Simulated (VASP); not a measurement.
Here is the system:

```yaml
crystal:
  lattice:
    - [0.00000, 2.83133, 2.83133]
    - [2.83133, 0.00000, 2.83133]
    - [2.83133, 2.83133, 0.00000]
  atoms:
    - { symbol: Ga, position: [0.00000, 0.00000, 0.00000] }
    - { symbol: As, position: [0.25000, 0.25000, 0.25000] }
```

The numbers are results of PBEsol GGA, VASP's PBE PAW potentials (set 64) (plane waves; VASP), not measurements. Settings: 520 eV cut-off, Gaussian smearing of 0.050 eV, potentials Ga_d As.

### Question
Give the energies of bands 7 to 12 at the high-symmetry points, in eV from the valence-band maximum.

### Answer

```csv
band,Γ,X,U,L,W
7,0.00,-6.83,-6.64,-6.66,-6.64
8,0.00,-2.68,-3.88,-1.14,-3.55
9,0.00,-2.68,-2.26,-1.14,-3.36
10,0.42,1.36,1.87,0.92,4.57
11,3.69,1.57,4.56,4.58,4.63
12,3.69,10.09,7.85,4.58,5.33
```

The gap is direct, 0.42 eV, from the valence maximum at Γ to the conduction minimum at Γ.

Measured: gap 1.57 eV (computed value off by -1.15 eV), as given by Wei Chen et al., Physical Review Materials (2018), doi:10.1103/physrevmaterials.2.073803 [zero-point renormalisation of 0.05 eV added back (the table's ZPR column)].

The compound is GaAs in the zinc blende structure. It was relaxed first.
